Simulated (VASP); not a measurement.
Output of a VASP run:

**OUTCAR**
```
 ion  position               nearest neighbor table
   1  0.000  0.500  0.319-  14 1.94  14 1.94
   2  0.000  0.000  0.449-  13 1.92  16 1.94  16 1.94
   3  0.500  0.804  0.370-  14 1.92  13 1.94  13 1.94
   4  0.500  0.196  0.370-  14 1.92  13 1.94  13 1.94
   5  0.000  0.500  0.421-  15 1.92  14 1.94  14 1.94
   6  0.000  0.500  0.579-  15 1.92  18 1.94  18 1.94
   7  0.500  0.304  0.500-  16 1.92  15 1.94  15 1.94
   8  0.500  0.696  0.500-  16 1.92  15 1.94  15 1.94
   9  0.000  0.000  0.551-  17 1.92  16 1.94  16 1.94
  10  0.500  0.804  0.630-  18 1.92  17 1.94  17 1.94
  11  0.500  0.196  0.630-  18 1.92  17 1.94  17 1.94
  12  0.000  0.500  0.681-  18 1.94  18 1.94
  13  0.000  0.000  0.370-   2 1.92   3 1.94   4 1.94   3 1.94   4 1.94  16 3.50  16 3.50  14 3.50
                            14 3.50  14 3.50  14 3.50
  14  0.500  0.500  0.370-   3 1.92   4 1.92   5 1.94   5 1.94   1 1.94   1 1.94  15 3.50  15 3.50
                            13 3.50  13 3.50  13 3.50  13 3.50
  15  0.000  0.500  0.500-   5 1.92   6 1.92   7 1.94   8 1.94   7 1.94   8 1.94  14 3.50  18 3.50
                            14 3.50  18 3.50  16 3.50  16 3.50  16 3.50  16 3.50
  16  0.500  0.000  0.500-   7 1.92   8 1.92   2 1.94   9 1.94   2 1.94   9 1.94  13 3.50  17 3.50
                            13 3.50  17 3.50  15 3.50  15 3.50  15 3.50  15 3.50
  17  0.000  0.000  0.630-   9 1.92  10 1.94  11 1.94  10 1.94  11 1.94  16 3.50  16 3.50  18 3.50
                            18 3.50  18 3.50  18 3.50
  18  0.500  0.500  0.630-  10 1.92  11 1.92   6 1.94   6 1.94  12 1.94  12 1.94  15 3.50  15 3.50
                            17 3.50  17 3.50  17 3.50  17 3.50
  LATTYP: Found a simple orthorhombic cell.
 ALAT       =     2.9899285579
 B/A-ratio  =     2.1177281829
 C/A-ratio  =     8.1460394406
 Subroutine PRICEL returns:
 Original cell was already a primitive cell.
 Subroutine GETGRP returns: Found  8 space group operations
The static configuration has the point symmetry D_2h.
The dynamic configuration has the point symmetry D_2h.
 Subroutine INISYM returns: Found  8 space group operations
 Subroutine IBZKPT returns following result:
 Found      8 irreducible k-points:

 Following reciprocal coordinates:
            Coordinates               Weight
  0.000000  0.000000  0.000000      1.000000
  0.142857  0.000000  0.000000      2.000000
  0.285714  0.000000  0.000000      2.000000
  0.428571  0.000000  0.000000      2.000000
  0.000000  0.333333  0.000000      2.000000
  0.142857  0.333333  0.000000      4.000000
  0.285714  0.333333  0.000000      4.000000
  0.428571  0.333333  0.000000      4.000000
   k-points           NKPTS =      8   k-points in BZ     NKDIM =      8   number of bands    NBANDS=     22
   number of dos      NEDOS =    301   number of ions     NIONS =     18
   total plane-waves  NPLWV =  61440
   dimension x,y,z NGX =    16 NGY =   32 NGZ =  120
   dimension x,y,z NGXF=    32 NGYF=   64 NGZF=  240
   ions per type =              12   6
   PREC   = normal    normal or accurate (medium, high low for compatibility)
   ISTART =      0    job   : 0-new  1-cont  2-samecut
   ICHARG =      2    charge: 1-file 2-atom 10-const
   ISPIN  =      1    spin polarized calculation?
   LNONCOLLINEAR =      F non collinear calculations
   LSORBIT =      F    spin-orbit coupling
   INIWAV =      1    electr: 0-lowe 1-rand  2-diag
   ENCUT  =  400.0 eV  29.40 Ry    5.42 a.u.   4.88 10.33 39.72*2*pi/ulx,y,z
   NELM   =    100;   NELMIN=  4; NELMDL= -5     # of ELM steps
   EDIFF  = 0.1E-04   stopping-criterion for ELM
   LREAL  =      T    real-space projection
   NLSPLINE    = F    spline interpolate recip. space projectors
   LMAXMIX     =    2 max onsite mixed and CHGCAR
   VOSKOWN=      0    Vosko Wilk Nusair interpolation
   EDIFFG = -.3E-01   stopping-criterion for IOM
   NSW    =     50    number of steps for IOM
   NBLOCK =      1;   KBLOCK =     50    inner block; outer block
   IBRION =      2    ionic relax: 0-MD 1-quasi-New 2-CG
   NFREE  =      1    steps in history (QN), initial steepest desc. (CG)
   ISIF   =      2    stress and relaxation
   ISYM   =      2    0-nonsym 1-usesym 2-fastsym
   TEIN   =    0.0    initial temperature
   TEBEG  =    0.0;   TEEND  =   0.0 temperature during run
   SMASS  =  -3.00    Nose mass-parameter (am)
   PSTRESS=    0.0 pullay stress
   NELECT =      24.0000    total number of electrons
...
```

### OSZICAR
```
...
DAV:  15    -0.697257756863E+02   -0.65690E-04   -0.24303E-06   280   0.148E-02    0.282E-04
DAV:  16    -0.697258742377E+02   -0.98551E-04   -0.43708E-06   280   0.208E-02    0.283E-04
DAV:  17    -0.697258738902E+02    0.34746E-06   -0.75184E-07   272   0.831E-03
  13 F= -.69725874E+02 E0= -.69725874E+02  d E =-.958656E-02
       N       E                     dE             d eps       ncg     rms          rms(c)
DAV:   1    -0.697260763597E+02   -0.20212E-03   -0.25567E-01   352   0.293E+00    0.139E-01
DAV:   2    -0.697271941795E+02   -0.11178E-02   -0.95393E-03   352   0.582E-01    0.107E-01
DAV:   3    -0.697266783657E+02    0.51581E-03   -0.14026E-03   384   0.308E-01    0.571E-02
DAV:   4    -0.697275225054E+02   -0.84414E-03   -0.10936E-03   352   0.253E-01    0.127E-02
DAV:   5    -0.697267667947E+02    0.75571E-03   -0.79478E-04   352   0.233E-01    0.924E-03
DAV:   6    -0.697265577620E+02    0.20903E-03   -0.10918E-04   376   0.878E-02    0.446E-03
DAV:   7    -0.697267623384E+02   -0.20458E-03   -0.15134E-04   352   0.902E-02    0.210E-03
DAV:   8    -0.697266978895E+02    0.64449E-04   -0.85863E-05   352   0.711E-02    0.141E-03
DAV:   9    -0.697269821805E+02   -0.28429E-03   -0.55447E-05   352   0.607E-02    0.118E-03
DAV:  10    -0.697270308729E+02   -0.48692E-04   -0.70642E-06   322   0.243E-02    0.971E-04
DAV:  11    -0.697269323327E+02    0.98540E-04   -0.15447E-05   288   0.378E-02    0.854E-04
DAV:  12    -0.697269441553E+02   -0.11823E-04   -0.10106E-05   312   0.288E-02    0.430E-04
DAV:  13    -0.697269546859E+02   -0.10531E-04   -0.54018E-06   288   0.218E-02    0.421E-04
DAV:  14    -0.697269755994E+02   -0.20914E-04   -0.39678E-06   306   0.186E-02    0.258E-04
DAV:  15    -0.697270013228E+02   -0.25723E-04   -0.16097E-06   292   0.118E-02    0.222E-04
DAV:  16    -0.697269577262E+02    0.43597E-04   -0.82251E-07   272   0.828E-03    0.116E-04
DAV:  17    -0.697270110263E+02   -0.53300E-04   -0.12361E-06   272   0.108E-02    0.135E-04
DAV:  18    -0.697270050789E+02    0.59474E-05   -0.29287E-07   278   0.495E-03
  14 F= -.69727005E+02 E0= -.69727005E+02  d E =-.113119E-02
       N       E                     dE             d eps       ncg     rms          rms(c)
DAV:   1    -0.697271254440E+02   -0.11442E-03   -0.23304E-02   352   0.885E-01    0.419E-02
DAV:   2    -0.697269372613E+02    0.18818E-03   -0.85417E-04   352   0.172E-01    0.329E-02
DAV:   3    -0.697270232676E+02   -0.86006E-04   -0.10990E-04   376   0.884E-02    0.180E-02
DAV:   4    -0.697269525183E+02    0.70749E-04   -0.11781E-04   352   0.854E-02    0.389E-03
DAV:   5    -0.697271525744E+02   -0.20006E-03   -0.74579E-05   352   0.697E-02    0.273E-03
DAV:   6    -0.697272176969E+02   -0.65123E-04   -0.20435E-05   324   0.406E-02    0.154E-03
DAV:   7    -0.697271870552E+02    0.30642E-04   -0.90131E-06   300   0.223E-02    0.638E-04
DAV:   8    -0.697271980621E+02   -0.11007E-04   -0.15182E-05   288   0.334E-02    0.417E-04
DAV:   9    -0.697272933462E+02   -0.95284E-04   -0.10288E-05   288   0.288E-02    0.417E-04
DAV:  10    -0.697272221642E+02    0.71182E-04   -0.27230E-06   292   0.160E-02    0.211E-04
DAV:  11    -0.697273530157E+02   -0.13085E-03   -0.35097E-06   284   0.184E-02    0.253E-04
DAV:  12    -0.697272889272E+02    0.64088E-04   -0.13755E-06   272   0.105E-02    0.837E-05
DAV:  13    -0.697273520994E+02   -0.63172E-04   -0.13166E-06   272   0.107E-02    0.907E-05
DAV:  14    -0.697273496075E+02    0.24918E-05   -0.37483E-07   272   0.588E-03
  15 F= -.69727350E+02 E0= -.69727350E+02  d E =-.147572E-02
```

File OUTCAR:
```
------------------------ aborting loop because EDIFF is reached ----------------------------------------
  FORCE on cell =-STRESS in cart. coord.  units (eV):
  Direction    XX          YY          ZZ          XY          YZ          ZX
  --------------------------------------------------------------------------------------
  Total       -2.7330730     -0.6760574     -0.6734480      0.0000000      0.0000000      0.0000000
  in kB       -9.4964801     -2.3490649     -2.3399981      0.0000000      0.0000000      0.0000000
  external PRESSURE =      -4.7285144 kB  Pullay stress =       0.0000000 kB
  volume of cell :      461.10
      direct lattice vectors                 reciprocal lattice vectors
     2.989928558  0.000000000  0.000000000     0.334456152  0.000000000  0.000000000
     0.000000000  6.331855972  0.000000000     0.000000000  0.157931577  0.000000000
     0.000000000  0.000000000 24.356075957     0.000000000  0.000000000  0.041057517
 POSITION                                       TOTAL-FORCE (eV/Angst)
 -----------------------------------------------------------------------------------
      0.00000      3.16593      7.71599        -0.000000      0.000000      0.019486
      0.00000      0.00000     10.96338        -0.000000     -0.000000     -0.013418
      1.49496      5.14757      8.90122        -0.000000     -0.013827     -0.021484
      1.49496      1.18428      8.90122        -0.000000      0.013827     -0.021484
      0.00000      3.16593     10.22675        -0.000000      0.000000     -0.007138
      0.00000      3.16593     14.12933        -0.000000      0.000000      0.007138
      1.49496      1.90701     12.17804        -0.000000      0.009163     -0.000000
      1.49496      4.42485     12.17804        -0.000000     -0.009163     -0.000000
      0.00000      0.00000     13.39270        -0.000000      0.000000      0.013418
      1.49496      5.14757     15.45486        -0.000000     -0.013827      0.021484
      1.49496      1.18428     15.45486         0.000000      0.013827      0.021484
      0.00000      3.16593     16.64008        -0.000000      0.000000     -0.019486
      0.00000      0.00000      9.11553         0.000000      0.000000      0.012856
      1.49496      3.16593      8.82773        -0.000000      0.000000      0.001231
      0.00000      3.16593     12.17804        -0.000000      0.000000     -0.000000
      1.49496      0.00000     12.17804        -0.000000      0.000000     -0.000000
      0.00000      0.00000     15.24054        -0.000000      0.000000     -0.012856
      1.49496      3.16593     15.52835        -0.000000      0.000000     -0.001231
 -----------------------------------------------------------------------------------
    total drift:                                0.000000      0.000000      0.000000
  FREE ENERGIE OF THE ION-ELECTRON SYSTEM (eV)
  ---------------------------------------------------
  free  energy   TOTEN  =       -69.7273496075 eV

  energy  without entropy=      -69.7273496075  energy(sigma->0) =      -69.72734961

 reached required accuracy - stopping structural energy minimisation
```
(Selected blocks of OUTCAR.)

POSCAR:
```
MgH2(110) slab
1
    2.9899285579     0.0000000000     0.0000000000
    0.0000000000     6.3318559718     0.0000000000
    0.0000000000     0.0000000000    24.3560759572
H Mg
12 6
Direct
  0.0000000000   0.5000000000   0.3190610000
  0.0000000000   0.0000000000   0.4490460000
  0.5000000000   0.8040000000   0.3700150000
  0.5000000000   0.1960000000   0.3700150000
  0.0000000000   0.5000000000   0.4209690000
  0.0000000000   0.5000000000   0.5790310000
  0.5000000000   0.3040000000   0.5000000000
  0.5000000000   0.6960000000   0.5000000000
  0.0000000000   0.0000000000   0.5509540000
  0.5000000000   0.8040000000   0.6299850000
  0.5000000000   0.1960000000   0.6299850000
  0.0000000000   0.5000000000   0.6809390000
  0.0000000000   0.0000000000   0.3700150000
  0.5000000000   0.5000000000   0.3700150000
  0.0000000000   0.5000000000   0.5000000000
  0.5000000000   0.0000000000   0.5000000000
  0.0000000000   0.0000000000   0.6299850000
  0.5000000000   0.5000000000   0.6299850000
```

Problem. Reconstruct the remaining input files.

Solution. Several could match; the one computed here: the input of the run itself, r2SCAN meta-GGA, plane waves, VASP's PBE PAW potentials (set 64).

### INCAR
```
ALGO=Normal
DIPOL=0.5 0.5 0.5
EDIFF=1E-5
EDIFFG=-0.03
ENCUT=400
IBRION=2
IDIPOL=3
ISIF=2
ISMEAR=0
LASPH=.TRUE.
LCHARG=.FALSE.
LDIPOL=.TRUE.
LMIXTAU=.TRUE.
LREAL=Auto
LWAVE=.TRUE.
METAGGA=R2SCAN
NELM=100
NELMIN=4
NSW=50
PREC=Normal
SIGMA=0.05
SYSTEM=MgH2(110) slab
```

**KPOINTS**
```
Automatic mesh
0
Gamma
7 3 1
0 0 0
```

POTCAR, in this order: H Mg (PBE.64 set). Program: vasp_std.

The cell is a thin slab with vacuum, built from MgH2 (rutile): (110) face.
